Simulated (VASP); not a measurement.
CdSe (zinc blende):

```xyz
2
Lattice="0.0000 3.0250 3.0250 3.0250 0.0000 3.0250 3.0250 3.0250 0.0000" Properties=species:S:1:pos:R:3 pbc="T T T"
Cd     0.0000     0.0000     0.0000
Se     1.5125     1.5125     1.5125
```

The lowest empty band near Γ, direction [110], from PBE with spin-orbit coupling in VASP (PAW); its two spin partners are averaged. The gap over the points computed is 0.52 eV, and the next band on that side lies 5.02 eV away at the edge.

Settings: 400 eV cut-off, 9×9×9 Γ-centred mesh, Gaussian smearing of 0.050 eV, potentials Cd Se.

```json
[
 {"distance from the edge in k (1/Å)": "0.012", "distance in energy (meV)": "9.3"},
 {"distance from the edge in k (1/Å)": "0.018", "distance in energy (meV)": "20.6"},
 {"distance from the edge in k (1/Å)": "0.025", "distance in energy (meV)": "38.4"},
 {"distance from the edge in k (1/Å)": "0.035", "distance in energy (meV)": "71.2"},
 {"distance from the edge in k (1/Å)": "0.050", "distance in energy (meV)": "132.2"},
 {"distance from the edge in k (1/Å)": "0.070", "distance in energy (meV)": "226.8"}
]
```

Q: Fit E(1 + αE) = ħ²k²/2m* (ħ²/2m0 = 3.810 eV Å²) and predict the row at 0.095 1/Å.

A: Least squares on the energies gives the electron mass m* = 0.058 m0 and α = 1.87 per eV, and so 356.9 meV. The run gave 356.0 meV, -0.9 meV from the fit. So light an electron mass at Γ scales with the gap, and carries this level's error in it.

Left out are points under 3 meV from the edge, since the levels carry 0.1 meV, and points farther than half the way to the next band.

The compound is CdSe in the zinc blende structure, whereas wurtzite is the usual form. The cell was not relaxed at this level.
